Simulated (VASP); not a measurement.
Input:

```xyz
1
Lattice="-1.6213 1.6213 1.6213 1.6213 -1.6213 1.6213 1.6213 1.6213 -1.6213" Properties=species:S:1:pos:R:3 pbc="T T T"
Ti     0.0000     0.0000     0.0000
```

The numbers are results of r2SCAN+rVV10, VASP's PBE PAW potentials (set 64) (plane waves; VASP 6.6.1), not measurements. Numerical set-up: 400 eV cut-off, 18×18×18 Γ-centred mesh, tetrahedra with Blöchl corrections, potentials Ti_sv.

Q: Estimate the energy per atom (σ→0), band gap (over mesh and band path) with the smallest direct gap where there is one.

A: 
The band gap (over mesh and band path) is none (metal, semimetal or under 0.01 eV). The energy per atom (σ→0) is -12.530 eV/atom.

Total energies compare only between runs with the same potentials, cut-off and functional.

The structure comes from a measured Ti entry (Im-3m) of the Crystallography Open Database, whose conditions weren't checked. It was relaxed first.
